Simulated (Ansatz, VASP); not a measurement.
# Cross-check of In2As2H3 (InAs wire along [110], 16 atoms a period, H-terminated) between VASP and Ansatz, part 2 of 3

One calculation is typed for both programs; each brings its own data sets. How far apart do they land? Of the first pair: The structure shown is the start of the Ansatz relaxation below; VASP solves that cell, so the two are compared at the walk's first step.

VASP 6.6.1 and Ansatz 0.2.0.

So far: Set-up; Ansatz: relaxation, PBE.

## Step 3: VASP: single point, PBE, start cell, pair 1

Level of this step: PBE; plane waves and PAW (As, H, In_d) (VASP).

The same cell, functional, mesh and smearing now go to VASP, with its own data sets.

Lines of VASP's logs that name or quote its potential files are left out, and so is its time.

The input, INCAR:

```
SYSTEM = In2As2H3
PREC = Accurate
ENCUT = 400
EDIFF = 1E-06
NELM = 120
ISMEAR = -1
SIGMA = 0.05
LREAL = .FALSE.
ALGO = Normal
GGA = PE
NBANDS = 100
LORBIT = 11
LWAVE = .FALSE.
LCHARG = .FALSE.
ISIF = 2
LASPH = .TRUE.
GGA_COMPAT = .FALSE.
EFERMI = MIDGAP
KPAR = 4
```

The input, POSCAR:

```
In2As2H3
1.0
   19.5550000000      0.0000000000      0.0000000000
    0.0000000000     18.4610000000      0.0000000000
    0.0000000000      0.0000000000      4.3769910000
As H In
8 12 8
Direct
    0.3779029916      0.6185469368      0.0000000000
    0.6944460752      0.6185469368      0.0000000000
    0.2196314498      0.5000000000      0.5000000000
    0.5361745334      0.2629060723      0.5000000000
    0.5361745334      0.7370939277      0.5000000000
    0.5361745334      0.5000000000      0.5000000000
    0.3779029916      0.3814530632      0.0000000000
    0.6944460752      0.3814530632      0.0000000000
    0.4044852467      0.8158201073      0.0000000000
    0.7402089491      0.6871006446      0.0000000000
    0.1738685758      0.5000000000      0.2108585556
    0.8261353107      0.5000000000      0.3320463762
    0.2462137049      0.3027268837      0.5000000000
    0.2462137049      0.6972731163      0.5000000000
    0.5819374073      0.1943523644      0.5000000000
    0.5819374073      0.8056476356      0.5000000000
    0.8261353107      0.5000000000      0.6679536238
    0.1738685758      0.5000000000      0.7891414444
    0.4044852467      0.1841798927      0.0000000000
    0.7402089491      0.3128993554      0.0000000000
    0.4570387625      0.7370939277      0.0000000000
    0.4570387625      0.5000000000      0.0000000000
    0.7735818461      0.5000000000      0.0000000000
    0.2987672207      0.3814530632      0.5000000000
    0.2987672207      0.6185469368      0.5000000000
    0.6153103043      0.3814530632      0.5000000000
    0.6153103043      0.6185469368      0.5000000000
    0.4570387625      0.2629060723      0.0000000000
```

The input, KPOINTS:

```
Automatic mesh
0
Gamma
1 1 19
0 0 0
```

PAW data sets: As, H and In_d (PBE family, release 64).

Started as:

```sh
$ mpirun -np 4 vasp_std
```

Numbers of over 12 decimals in the logs are rounded to 6 here.

The program printed:

```text
[banner, memory and clock lines left out]
running    4 mpi-ranks, on    1 nodes
 distrk:  each k-point on    1 cores,    4 groups
 distr:  one band on    1 cores,    1 groups

 POSCAR found type information on POSCAR AsH In
 POSCAR found :  3 types and      28 ions
|                                                                             |
|               ----> ADVICE to this user running VASP <----                  |
|                                                                             |
|     You have a (more or less) 'large supercell' and for larger cells it     |
|     might be more efficient to use real-space projection operators.         |
|     Therefore, try LREAL= Auto in the INCAR file.                           |
|     Mind: For very accurate calculation, you might also keep the            |
|     reciprocal projection scheme (i.e. LREAL=.FALSE.).                      |
|                                                                             |

 LDA part: xc-table for (Slater+PW92), standard interpolation
 POSCAR, INCAR and KPOINTS ok, starting setup
 FFT: planning ... GRIDC
 FFT: planning ... GRID_SOFT
 FFT: planning ... GRID
 WAVECAR not read
 entering main loop
       N       E                     dE             d eps       ncg     rms          rms(c)
DAV:   1     0.112110755507E+04    0.11211E+04   -0.53822E+04  2472   0.103E+03
DAV:   2     0.246899021992E+02   -0.10964E+04   -0.10733E+04  2348   0.289E+02
DAV:   3    -0.950441932686E+02   -0.11973E+03   -0.11902E+03  2416   0.135E+02
DAV:   4    -0.100770580395E+03   -0.57264E+01   -0.57129E+01  2392   0.319E+01
DAV:   5    -0.100997684089E+03   -0.22710E+00   -0.22700E+00  2672   0.553E+00    0.164E+01
DAV:   6    -0.968882426782E+02    0.41094E+01   -0.39592E+00  2772   0.156E+01    0.924E+00
DAV:   7    -0.961664207835E+02    0.72182E+00   -0.85217E+00  2712   0.948E+00    0.276E+00
DAV:   8    -0.960540641969E+02    0.11236E+00   -0.16314E+00  2544   0.528E+00    0.232E+00
DAV:   9    -0.960519421655E+02    0.21220E-02   -0.11358E-01  2832   0.130E+00    0.192E+00
DAV:  10    -0.960440094408E+02    0.79327E-02   -0.40210E-02  2632   0.580E-01    0.850E-01
DAV:  11    -0.960212347781E+02    0.22775E-01   -0.10969E-01  2744   0.136E+00    0.597E-01
DAV:  12    -0.960223291775E+02   -0.10944E-02   -0.16304E-02  2488   0.375E-01    0.367E-01
DAV:  13    -0.960223878352E+02   -0.58658E-04   -0.16506E-03  2936   0.146E-01    0.147E-01
DAV:  14    -0.960228141940E+02   -0.42636E-03   -0.28234E-03  2336   0.185E-01    0.939E-02
[...]
DAV:  22    -0.960275630814E+02   -0.66946E-04   -0.51270E-06  1872   0.617E-03    0.111E-02
DAV:  23    -0.960276043212E+02   -0.41240E-04   -0.21219E-06  1808   0.344E-03    0.342E-03
DAV:  24    -0.960276282644E+02   -0.23943E-04   -0.13686E-06  1848   0.295E-03    0.277E-03
DAV:  25    -0.960276426052E+02   -0.14341E-04   -0.58747E-07  1636   0.232E-03    0.122E-03
DAV:  26    -0.960276494704E+02   -0.68652E-05   -0.36783E-07  1580   0.119E-03    0.312E-04
DAV:  27    -0.960276520960E+02   -0.26256E-05   -0.10814E-07  1608   0.771E-04    0.291E-04
DAV:  28    -0.960276538444E+02   -0.17484E-05   -0.12764E-07  1456   0.611E-04    0.152E-04
DAV:  29    -0.960276540014E+02   -0.15698E-06   -0.14557E-08  1520   0.414E-04
   1 F= -.96027654E+02 E0= -.96021820E+02  d E =-.116687E-01
```

From OUTCAR (step 3):

```text
ion  position               nearest neighbor table
   1  0.378  0.619  0.000-  22 2.68  25 2.68  25 2.68  21 2.68
   2  0.694  0.619  0.000-  10 1.55  23 2.68  27 2.68  27 2.68
   3  0.220  0.500  0.500-  11 1.55  18 1.55  24 2.68  25 2.68
   4  0.536  0.263  0.500-  15 1.55  28 2.68  28 2.68  26 2.68
   5  0.536  0.737  0.500-  16 1.55  21 2.68  21 2.68  27 2.68
   6  0.536  0.500  0.500-  26 2.68  27 2.68  22 2.68  22 2.68
   7  0.378  0.381  0.000-  22 2.68  24 2.68  24 2.68  28 2.68
   8  0.694  0.381  0.000-  20 1.55  23 2.68  26 2.68  26 2.68
   9  0.404  0.816  0.000-  21 1.78
  10  0.740  0.687  0.000-   2 1.55
  11  0.174  0.500  0.211-   3 1.55
  12  0.826  0.500  0.332-  23 1.78
  13  0.246  0.303  0.500-  24 1.78
  14  0.246  0.697  0.500-  25 1.78
  15  0.582  0.194  0.500-   4 1.55
  16  0.582  0.806  0.500-   5 1.55
  17  0.826  0.500  0.668-  23 1.78
  18  0.174  0.500  0.789-   3 1.55
  19  0.404  0.184  0.000-  28 1.78
  20  0.740  0.313  0.000-   8 1.55
  21  0.457  0.737  0.000-   9 1.78   5 2.68   5 2.68   1 2.68
  22  0.457  0.500  0.000-   1 2.68   7 2.68   6 2.68   6 2.68
  23  0.774  0.500  0.000-  12 1.78  17 1.78   2 2.68   8 2.68
  24  0.299  0.381  0.500-  13 1.78   3 2.68   7 2.68   7 2.68
  25  0.299  0.619  0.500-  14 1.78   3 2.68   1 2.68   1 2.68
  26  0.615  0.381  0.500-   6 2.68   8 2.68   8 2.68   4 2.68
  27  0.615  0.619  0.500-   6 2.68   2 2.68   2 2.68   5 2.68
  28  0.457  0.263  0.000-  19 1.78   4 2.68   4 2.68   7 2.68

  LATTYP: Found a simple orthorhombic cell.
 ALAT       =     4.3769910000
 B/A-ratio  =     4.2177377107
 C/A-ratio  =     4.4676811079

 Subroutine GETGRP returns: Found  4 space group operations
 (whereof  4 operations were pure point group operations)

The static configuration has the point symmetry C_2v.

 Found     10 irreducible k-points:

   k-points           NKPTS =     10   k-points in BZ     NKDIM =     10   number of bands    NBANDS=    100

   dimension x,y,z NGX =   128 NGY =  120 NGZ =   30
   dimension x,y,z NGXF=   256 NGYF=  240 NGZF=   60

   ENCUT  =  400.0 eV  29.40 Ry    5.42 a.u.  31.89 30.11  7.14*2*pi/ulx,y,z

   NELECT =     156.0000    total number of electrons

 k-points in reciprocal lattice and weights: Automatic mesh
   0.00000000  0.00000000  0.00000000       0.053
   0.00000000  0.00000000  0.05263158       0.105
   0.00000000  0.00000000  0.10526316       0.105
   0.00000000  0.00000000  0.15789474       0.105
   0.00000000  0.00000000  0.21052632       0.105
   0.00000000  0.00000000  0.26315789       0.105
   0.00000000  0.00000000  0.31578947       0.105
   0.00000000  0.00000000  0.36842105       0.105
   0.00000000  0.00000000  0.42105263       0.105
   0.00000000  0.00000000  0.47368421       0.105

 average (electrostatic) potential at core
       1 -56.1588       2 -56.4555       3 -57.1610       4 -56.4120       5 -56.4120
       6 -56.3934       7 -56.1588       8 -56.4555       9 -37.2692      10 -39.6756
      11 -40.2984      12 -37.3776      13 -37.3612      14 -37.3612      15 -39.6329
      16 -39.6329      17 -37.3776      18 -40.2984      19 -37.2692      20 -39.6756
      21-102.8874      22-103.1436      23-102.3515      24-102.9811      25-102.9811
      26-103.2693      27-103.2693      28-102.8874

 E-fermi :  -1.2981

 k-point     1 :       0.0000    0.0000    0.0000
  band No.  band energies     occupation
    ...
     75      -2.8835      2.00000
     76      -2.7762      2.00000
     77      -2.7094      2.00000
     78      -1.3456      1.44249
     79      -1.2523      0.57167
     80      -0.8572      0.00030
     81      -0.7301      0.00002
     82      -0.5950      0.00000
     83      -0.3588      0.00000
     84      -0.1089      0.00000
    ...

 k-point     2 :       0.0000    0.0000    0.0526
  band No.  band energies     occupation
    ...
     74      -3.1237      2.00000
     75      -2.9012      2.00000
     76      -2.8872      2.00000
     77      -2.8156      2.00000
     78      -1.4261      1.85656
     79      -1.1672      0.13613
     80      -0.7577      0.00004
     81      -0.6016      0.00000
     82      -0.4629      0.00000
     83      -0.2324      0.00000
    ...

 k-point     3 :       0.0000    0.0000    0.1053
  band No.  band energies     occupation
    ...
     74      -3.1827      2.00000
     75      -3.1318      2.00000
     76      -2.9731      2.00000
     77      -2.9070      2.00000
     78      -1.7022      1.99938
     79      -0.8957      0.00064
     80      -0.5415      0.00000
     81      -0.2991      0.00000
     82      -0.1566      0.00000
     83       0.0434      0.00000
    ...

  Total       -2.2496366     -3.8791892      2.0139449      0.0000000      0.0000000      0.0000000
  in kB       -2.2810471     -3.9333523      2.0420645      0.0000000      0.0000000      0.0000000
  external PRESSURE =      -1.3907783 kB  Pullay stress =       0.0000000 kB

  energy-cutoff  :      400.00
  volume of cell :     1580.12
      direct lattice vectors                 reciprocal lattice vectors
    19.555000000  0.000000000  0.000000000     0.051137816  0.000000000  0.000000000
     0.000000000 18.461000000  0.000000000     0.000000000  0.054168247  0.000000000
     0.000000000  0.000000000  4.376991000     0.000000000  0.000000000  0.228467456

 POSITION                                       TOTAL-FORCE (eV/Angst)
 -----------------------------------------------------------------------------------
      7.38989     11.41900      0.00000         0.240763     -0.447923      0.000000
     13.57989     11.41900      0.00000        -0.140710     -0.174422     -0.000000
      4.29489      9.23050      2.18850         0.471816      0.000000      0.000000
     10.48489      4.85351      2.18850         0.045288      0.282453      0.000000
     10.48489     13.60749      2.18850         0.045288     -0.282453      0.000000
     10.48489      9.23050      2.18850         0.286371      0.000000      0.000000
      7.38989      7.04200      0.00000         0.240763      0.447923      0.000000
     13.57989      7.04200      0.00000        -0.140710      0.174422      0.000000
      7.90971     15.06086      0.00000         0.196099     -0.268766      0.000000
     14.47479     12.68456      0.00000        -0.206836     -0.309243     -0.000000
      3.40000      9.23050      0.92293        -0.134065      0.000000      0.524871
     16.15508      9.23050      1.45336        -0.212378      0.000000      0.020249
      4.81471      5.58864      2.18850         0.151366      0.294694      0.000000
      4.81471     12.87236      2.18850         0.151366     -0.294694     -0.000000
     11.37979      3.58794      2.18850        -0.199487      0.308626      0.000000
     11.37979     14.87306      2.18850        -0.199487     -0.308626     -0.000000
     16.15508      9.23050      2.92363        -0.212378      0.000000     -0.020249
      3.40000      9.23050      3.45406        -0.134065      0.000000     -0.524871
      7.90971      3.40014      0.00000         0.196099      0.268766      0.000000
     14.47479      5.77644      0.00000        -0.206836      0.309243      0.000000
      8.93739     13.60749      0.00000        -0.461282      0.792372      0.000000
      8.93739      9.23050      0.00000        -0.340356      0.000000      0.000000
     15.12739      9.23050      0.00000         1.121513      0.000000      0.000000
      5.84239      7.04200      2.18850        -0.170321     -0.991145      0.000000
      5.84239     11.41900      2.18850        -0.170321      0.991145      0.000000
     12.03239      7.04200      2.18850         0.121892     -0.377607      0.000000
     12.03239     11.41900      2.18850         0.121892      0.377607      0.000000
      8.93739      4.85351      0.00000        -0.461282     -0.792372      0.000000
 -----------------------------------------------------------------------------------
    total drift:                                0.000658      0.000000     -0.000000

  FREE ENERGIE OF THE ION-ELECTRON SYSTEM (eV)
  ---------------------------------------------------
  free  energy   TOTEN  =       -96.0276540014 eV

  energy  without entropy=      -96.0159852957  energy(sigma->0) =      -96.02181965

 total charge
# of ion       s       p       d       tot
------------------------------------------
    1        1.218   1.533   0.018   2.769
    2        1.207   1.572   0.033   2.812
    3        1.197   1.607   0.047   2.851
    4        1.205   1.576   0.032   2.813
    5        1.205   1.576   0.032   2.813
    6        1.225   1.526   0.018   2.769
    7        1.218   1.533   0.018   2.769
    8        1.207   1.572   0.033   2.812
    9        0.501   0.006   0.000   0.507
   10        0.517   0.015   0.000   0.532
   11        0.519   0.016   0.000   0.535
   12        0.500   0.010   0.000   0.510
   13        0.501   0.006   0.000   0.507
   14        0.501   0.006   0.000   0.507
   15        0.517   0.015   0.000   0.533
   16        0.517   0.015   0.000   0.533
   17        0.500   0.010   0.000   0.510
   18        0.519   0.016   0.000   0.535
   19        0.501   0.006   0.000   0.507
   20        0.517   0.015   0.000   0.532
   21        0.839   0.734   9.878  11.451
   22        0.848   0.673   9.881  11.402
   23        0.880   0.793   9.872  11.545
   24        0.841   0.736   9.878  11.455
   25        0.841   0.736   9.878  11.455
   26        0.848   0.679   9.879  11.405
   27        0.848   0.679   9.879  11.405
   28        0.839   0.734   9.878  11.451
--------------------------------------------------
tot         22.576  18.400  79.252 120.228

[... 3 further parts left out ...]
```

## Step 4: Side by side

Known differences besides the potentials themselves: the data sets hold 236 valence electrons in Ansatz (on its PAW soft_1 files) and 156 in VASP; the cutoff is 420 eV in Ansatz and 400 eV in VASP. Total energies have different zeros and are not compared.

Forces on 8 of the 28 atoms, those with the largest forces and the largest differences (eV/Å; atoms numbered as in POSCAR):

```tsv
atom	Ansatz x, y, z	VASP x, y, z
As3	0.387, 0.000, 0.000	0.472, 0.000, 0.000
H11	-0.091, 0.000, 0.587	-0.134, 0.000, 0.525
H18	-0.091, 0.000, -0.587	-0.134, 0.000, -0.525
In21	-0.451, 0.780, 0.000	-0.461, 0.792, 0.000
In23	1.110, 0.000, 0.000	1.122, 0.000, 0.000
In24	-0.160, -0.981, 0.000	-0.170, -0.991, 0.000
In25	-0.160, 0.981, 0.000	-0.170, 0.991, 0.000
In28	-0.451, -0.780, 0.000	-0.461, -0.792, 0.000
```

The forces differ by 27 meV/Å r.m.s., which is 8.7 % of the r.m.s. force of 0.311 eV/Å (both taken over all components).

## Step 5: Ansatz: relaxation, PBE

This run makes the geometry at which the two programs are then compared. The cell compared in this pair holds 1609.59 Å³, against 1580.12 Å³ for the pair before.

The structure compared here is the end of the Ansatz relaxation.

The input, input.yaml:

```yaml
crystal:
  lattice:
    - [19.555, 0.0, 0.0]
    - [0.0, 18.461, 0.0]
    - [0.0, 0.0, 4.3769909755]
  atoms:
    - { symbol: As, position: [0.377902987, 0.618539103, 0.0] }
    - { symbol: H, position: [0.404485269, 0.815812241, 0.0] }
    - { symbol: In, position: [0.457038758, 0.737086066, 0.0] }
    - { symbol: In, position: [0.457038758, 0.49999214, 0.0] }
    - { symbol: As, position: [0.694446071, 0.618539103, 0.0] }
    - { symbol: H, position: [0.740208941, 0.687092794, 0.0] }
    - { symbol: In, position: [0.773581842, 0.49999214, 0.0] }
    - { symbol: H, position: [0.173868576, 0.49999214, 0.210858508] }
    - { symbol: H, position: [0.826135331, 0.49999214, 0.332046358] }
    - { symbol: As, position: [0.219631446, 0.49999214, 0.5] }
    - { symbol: H, position: [0.246213727, 0.302719002, 0.5] }
    - { symbol: H, position: [0.246213727, 0.697265278, 0.5] }
    - { symbol: In, position: [0.298767216, 0.381445176, 0.5] }
    - { symbol: In, position: [0.298767216, 0.618539103, 0.5] }
    - { symbol: As, position: [0.536174529, 0.262898213, 0.5] }
    - { symbol: As, position: [0.536174529, 0.737086066, 0.5] }
    - { symbol: As, position: [0.536174529, 0.49999214, 0.5] }
    - { symbol: H, position: [0.581937399, 0.194344522, 0.5] }
    - { symbol: H, position: [0.581937399, 0.805639758, 0.5] }
    - { symbol: In, position: [0.6153103, 0.381445176, 0.5] }
    - { symbol: In, position: [0.6153103, 0.618539103, 0.5] }
    - { symbol: H, position: [0.826135331, 0.49999214, 0.667953642] }
    - { symbol: H, position: [0.173868576, 0.49999214, 0.789141492] }
    - { symbol: As, position: [0.377902987, 0.381445176, 0.0] }
    - { symbol: H, position: [0.404485269, 0.184172038, 0.0] }
    - { symbol: In, position: [0.457038758, 0.262898213, 0.0] }
    - { symbol: As, position: [0.694446071, 0.381445176, 0.0] }
    - { symbol: H, position: [0.740208941, 0.312891485, 0.0] }
kpoints:
  mp_grid: { grid: [1, 1, 19] }
scf:
  occupations: { method: fermi_dirac, width: 0.05 }
hamiltonian:
  xc: pbe
  pseudopotentials: { kind: paw, azcp: { folder: soft_1 } }
relax:
  cell: { fix: [a, b, alpha, beta, gamma] }
  max_steps: 45
  f_tol: 0.03
```

Started as:

```sh
$ ansatz run input.yaml --threads 8 --pin off --max-ram 16384MiB --backend cpu --events-out ev --progress --plain --runs-dir out
```

The program printed:

```text
[...]
Crystal: 28 atoms, lattice volume = 1580.115 Å³
Basis set: ecut = 420 eV, 30891 PW (Γ), exchange–correlation on 270×250×60 points (8 copies of the dense FFT grid, shifted against one another)
Bands: 146, of which v1, the nominal top of the filled ones, is band 118 counted from 1 (117 counted from 0)
Symmetry: 4 space group operations
[...]
k-points: 10 of 19
[...]
- { symbol: H, position: [0.829578, 0.5, 0.643602] }
    - { symbol: H, position: [0.185641, 0.5, 0.752057] }
    - { symbol: As, position: [0.378008, 0.379376, 1.1854449448284778e-19] }
    - { symbol: H, position: [0.406943, 0.177645, 1.1854449448284778e-19] }
    - { symbol: In, position: [0.453245, 0.258202, 1.1854449448284778e-19] }
    - { symbol: As, position: [0.691347, 0.394977, 1.1854449448284778e-19] }
    - { symbol: H, position: [0.727740, 0.321665, 1.1854449448284778e-19] }
[key lines of the parts left out:]
SCF converged after 7 iterations
Free energy (F): -83821.445605 eV
Fermi energy:    -0.503972 eV
P = ⅓ Tr σ = -0.0021 GPa (-0.021 kbar)
```

(Continued in part 3 of 3.)

[Lines on the potential files, build, host, timing and source positions are cut from VASP's logs without a mark.]

[Logs are printed without paths, hosts, clocks, repeated set-up lines and the standing remarks that a program may print on its own settings, such as how far it seeks lower states.]

[Hosts, paths, dates, database ids (printed as entryN), source tags and the programs' standing remarks are cut or masked in the printed files.]
